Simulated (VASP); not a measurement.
Calculation: LDA (Ceperley-Alder, Perdew-Zunger), VASP's LDA PAW potentials (set 64) (plane waves; VASP).

VASP input:

INCAR:
```
ALGO=Normal
EDIFF=1E-6
ENCUT=300
ISIF=2
ISMEAR=-1
LASPH=.True.
LCHARG=.False.
LMAXMIX=4
LREAL=.False.
LWAVE=.False.
NELM=100
PREC=Accurate
SIGMA=0.136
SYSTEM=Si2Mo
```

**KPOINTS**
```
Regular mesh
0
Gamma
5 5 7
0 0 0
```

**POSCAR**
```
Si2Mo
7.84780
 -0.2042865516   0.2042865516   0.5000000000
  0.2042865516  -0.2042865516   0.5000000000
  0.2042865516   0.2042865516  -0.5000000000
Mo Si
1 2
direct
  0.0074320000  -0.0038780000  -0.0008230000
  0.3310360000   0.3440200000   0.0033570000
  0.6615320000   0.6598580000  -0.0025350000
```

POTCAR, in this order: Mo_sv Si (LDA.64 set). Program: vasp_std.

Output of the run:

**OSZICAR**
```
       N       E                     dE             d eps       ncg     rms          rms(c)
DAV:   1     0.701434393319E+02    0.70143E+02   -0.86198E+03  2920   0.918E+02
DAV:   2    -0.252046476001E+02   -0.95348E+02   -0.94067E+02  3291   0.262E+02
DAV:   3    -0.266984489500E+02   -0.14938E+01   -0.14886E+01  3389   0.310E+01
DAV:   4    -0.267050850948E+02   -0.66361E-02   -0.66350E-02  3214   0.229E+00
DAV:   5    -0.267051376270E+02   -0.52532E-04   -0.52531E-04  3452   0.177E-01    0.220E+01
DAV:   6    -0.259548689836E+02    0.75027E+00   -0.69938E+00  3200   0.193E+01    0.465E+00
DAV:   7    -0.258186837932E+02    0.13619E+00   -0.10469E+00  3032   0.721E+00    0.461E+00
DAV:   8    -0.257786840199E+02    0.40000E-01   -0.11816E-01  3235   0.284E+00    0.373E-01
DAV:   9    -0.257778622719E+02    0.82175E-03   -0.21003E-03  3235   0.395E-01    0.213E-01
DAV:  10    -0.257777363214E+02    0.12595E-03   -0.57589E-04  3207   0.229E-01    0.564E-02
DAV:  11    -0.257777278015E+02    0.85199E-05   -0.10473E-04  3284   0.839E-02    0.198E-02
DAV:  12    -0.257777263778E+02    0.14238E-05   -0.99989E-06  3228   0.214E-02    0.458E-03
DAV:  13    -0.257777263277E+02    0.50049E-07   -0.37396E-07  1488   0.603E-03
   1 F= -.25777726E+02 E0= -.25767618E+02  d E =-.202169E-01
```

File OUTCAR:
```
------------------------ aborting loop because EDIFF is reached ----------------------------------------
  FORCE on cell =-STRESS in cart. coord.  units (eV):
  Direction    XX          YY          ZZ          XY          YZ          ZX
  --------------------------------------------------------------------------------------
  Total       -1.4252123     -1.4220839     -1.3082028     -0.1146912     -0.0092085      0.0331355
  in kB      -56.6026580    -56.4784123    -51.9555940     -4.5549893     -0.3657174      1.3159826
  external PRESSURE =     -55.0122214 kB  Pullay stress =       0.0000000 kB
  volume of cell :       40.34
      direct lattice vectors                 reciprocal lattice vectors
    -1.603200000  1.603200000  3.923900000     0.000000000  0.311876248  0.127424246
     1.603200000 -1.603200000  3.923900000     0.311876248  0.000000000  0.127424246
     1.603200000  1.603200000 -3.923900000     0.311876248  0.311876248  0.000000000
 POSITION                                       TOTAL-FORCE (eV/Angst)
 -----------------------------------------------------------------------------------
      3.18695      0.01681      0.01717         0.263706     -0.234151     -0.280618
      0.02620     -0.01543      2.63568        -0.288193      0.177039     -0.048334
      1.59645      1.60182      1.27105         0.024487      0.057112      0.328952
 -----------------------------------------------------------------------------------
    total drift:                                0.000090     -0.000085     -0.000095
  FREE ENERGIE OF THE ION-ELECTRON SYSTEM (eV)
  ---------------------------------------------------
  free  energy   TOTEN  =       -25.7777263277 eV

  energy  without entropy=      -25.7575094453  energy(sigma->0) =      -25.76761789
```
(Selected blocks of OUTCAR.)

At this cut-off the stress carries a Pulay error, which pulls relaxed volumes low.

The structure was generated: Si2Mo was put into an ordered model structure, which need not be its known phase. The cell was not relaxed at this level, atoms are displaced from their ideal sites. The k-mesh is coarse (spacing up to 0.42 per Å, 2π included), so the numbers may not be converged in it. The run is one of a series of settings (GGA removed, POTCAR Mo_sv Si (LDA.64 set) against the base run), some of them coarse on purpose.
